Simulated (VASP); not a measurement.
These are r2SCAN+rVV10, VASP's PBE PAW potentials (set 64) (plane waves; VASP 6.6.1) values and carry that method's errors.

A VASP calculation is set up with these files.

**POSCAR**
```
NiAl
2.7998010
  0.9999999734   0.0000000000   0.0000000000
  0.0000000000   0.9999999734   0.0000000000
  0.0000000000   0.0000000000   0.9999999734
Al Ni
1 1
direct
  0.5000000000   0.5000000000   0.5000000000
  0.0000000000   0.0000000000   0.0000000000
```

### KPOINTS
```
Automatic mesh
0
G
13 13 13
0 0 0
```

**INCAR**
```
ALGO=Normal
BPARAM=11.95
CPARAM=0.0093
EDIFF=1E-7
ENCUT=520
ISIF=2
ISMEAR=1
LASPH=T
LCHARG=F
LMAXMIX=4
LMIXTAU=T
LREAL=F
LUSE_VDW=T
LWAVE=F
METAGGA=R2SCAN
NELM=100
PREC=Accurate
SIGMA=0.1
SYSTEM=NiAl
```

POTCAR, in this order: Al Ni (PBE.64 set). Program: vasp_std.

Output of the run:

OSZICAR:
```
       N       E                     dE             d eps       ncg     rms          rms(c)
DAV:   1     0.323218290908E+02    0.32322E+02   -0.60187E+03  1688   0.145E+03
DAV:   2    -0.210822029258E+02   -0.53404E+02   -0.50916E+02  1700   0.217E+02
DAV:   3    -0.225013874860E+02   -0.14192E+01   -0.14038E+01  1984   0.462E+01
DAV:   4    -0.225241792958E+02   -0.22792E-01   -0.22785E-01  1956   0.518E+00
DAV:   5    -0.225248402397E+02   -0.66094E-03   -0.66093E-03  1928   0.908E-01    0.129E+01
DAV:   6    -0.224918358990E+02    0.33004E-01   -0.54867E+01  1848   0.140E+02    0.148E+01
DAV:   7    -0.197226534470E+02    0.27692E+01   -0.15406E+01  1858   0.790E+01    0.179E+00
DAV:   8    -0.197289387064E+02   -0.62853E-02   -0.52855E-01  2028   0.114E+01    0.172E+00
DAV:   9    -0.197046344243E+02    0.24304E-01   -0.14243E-01  1872   0.703E+00    0.375E-01
DAV:  10    -0.197062479266E+02   -0.16135E-02   -0.79933E-03  1754   0.980E-01    0.272E-01
DAV:  11    -0.197076768354E+02   -0.14289E-02   -0.70797E-03  1964   0.134E+00    0.760E-02
DAV:  12    -0.197077459983E+02   -0.69163E-04   -0.21031E-04  1908   0.220E-01    0.323E-02
DAV:  13    -0.197077195701E+02    0.26428E-04   -0.23016E-05  1840   0.610E-02    0.362E-02
DAV:  14    -0.197077345740E+02   -0.15004E-04   -0.55964E-05  2006   0.128E-01    0.735E-03
DAV:  15    -0.197077374991E+02   -0.29251E-05   -0.21934E-06  1752   0.213E-02    0.357E-03
DAV:  16    -0.197077366884E+02    0.81077E-06   -0.54052E-07  1656   0.141E-02    0.106E-03
DAV:  17    -0.197077362458E+02    0.44252E-06   -0.20206E-08   846   0.233E-03    0.815E-04
DAV:  18    -0.197077365527E+02   -0.30687E-06   -0.91619E-09   840   0.185E-03    0.329E-04
DAV:  19    -0.197077364864E+02    0.66302E-07   -0.10654E-09   840   0.430E-04
   1 F= -.19707736E+02 E0= -.19707682E+02  d E =-.162578E-03
```

**OUTCAR**
```
------------------------ aborting loop because EDIFF is reached ----------------------------------------
  FORCE on cell =-STRESS in cart. coord.  units (eV):
  Direction    XX          YY          ZZ          XY          YZ          ZX
  --------------------------------------------------------------------------------------
  Total        1.6825925      1.6825925      1.6825925      0.0000000     -0.0000000      0.0000000
  in kB      122.8310259    122.8310259    122.8310259      0.0000000     -0.0000000      0.0000000
  external PRESSURE =     122.8310259 kB  Pullay stress =       0.0000000 kB
  volume of cell :       21.95
      direct lattice vectors                 reciprocal lattice vectors
     2.799800925  0.000000000  0.000000000     0.357168251  0.000000000  0.000000000
     0.000000000  2.799800925  0.000000000     0.000000000  0.357168251  0.000000000
     0.000000000  0.000000000  2.799800925     0.000000000  0.000000000  0.357168251
 POSITION                                       TOTAL-FORCE (eV/Angst)
 -----------------------------------------------------------------------------------
      1.39990      1.39990      1.39990         0.000000      0.000000      0.000000
      0.00000      0.00000      0.00000         0.000000      0.000000      0.000000
 -----------------------------------------------------------------------------------
    total drift:                                0.000000      0.000000      0.000000
  FREE ENERGIE OF THE ION-ELECTRON SYSTEM (eV)
  ---------------------------------------------------
  free  energy   TOTEN  =       -19.7077364864 eV

  energy  without entropy=      -19.7075739081  energy(sigma->0) =      -19.70768229
```
(Selected blocks of OUTCAR.)

OUTCAR:
```
 val. band max:       11.0076285501   @ k =   0.3846   0.2308   0.1538

 cond. band min:      11.0973891726   @ k =   0.3846   0.3077   0.1538


 Fermi energy:        11.0327117494

 k-point     1 :       0.0000    0.0000    0.0000
  band No.  band energies     occupation
      1      -1.3350      2.00000
      2       7.2567      2.00000
      3       7.2567      2.00000
      4       9.2602      2.00000
      5       9.2602      2.00000
      6       9.2602      2.00000
      7      17.3317      0.00000
      8      17.3317      0.00000
      9      17.3317      0.00000
     10      19.7343      0.00000

 k-point     2 :       0.0769    0.0000    0.0000
  band No.  band energies     occupation
      1      -1.2132      2.00000
      2       7.2474      2.00000
      3       7.2881      2.00000
      4       9.2058      2.00000
      5       9.2058      2.00000
      6       9.2661      2.00000
      7      16.0416      0.00000
      8      17.4907      0.00000
      9      17.4907      0.00000
     10      19.7365      0.00000

 k-point     3 :       0.1538    0.0000    0.0000
  band No.  band energies     occupation
      1      -0.8500      2.00000
      2       7.1841      2.00000
      3       7.3764      2.00000
      4       9.0612      2.00000
      5       9.0612      2.00000
      6       9.2825      2.00000
      7      14.1271      0.00000
      8      17.9497      0.00000
      9      17.9497      0.00000
     10      19.7427      0.00000

 k-point     4 :       0.2308    0.0000    0.0000
  band No.  band energies     occupation
      1      -0.2526      2.00000
      2       6.9494      2.00000
      3       7.5043      2.00000
      4       8.8707      2.00000
      5       8.8707      2.00000
      6       9.3056      2.00000
      7      12.4308     -0.00000
      8      18.6660      0.00000
      9      18.6660      0.00000
     10      19.7524      0.00000

 k-point     5 :       0.3077    0.0000    0.0000
...
```

The compound is NiAl in the CsCl type structure. This cell is one point of a volume scan, at 0.94 of the reference volume. The run is not spin-polarised, so no magnetic state was tried. The electron count is odd and the run is not spin-polarised, which forces a metal.
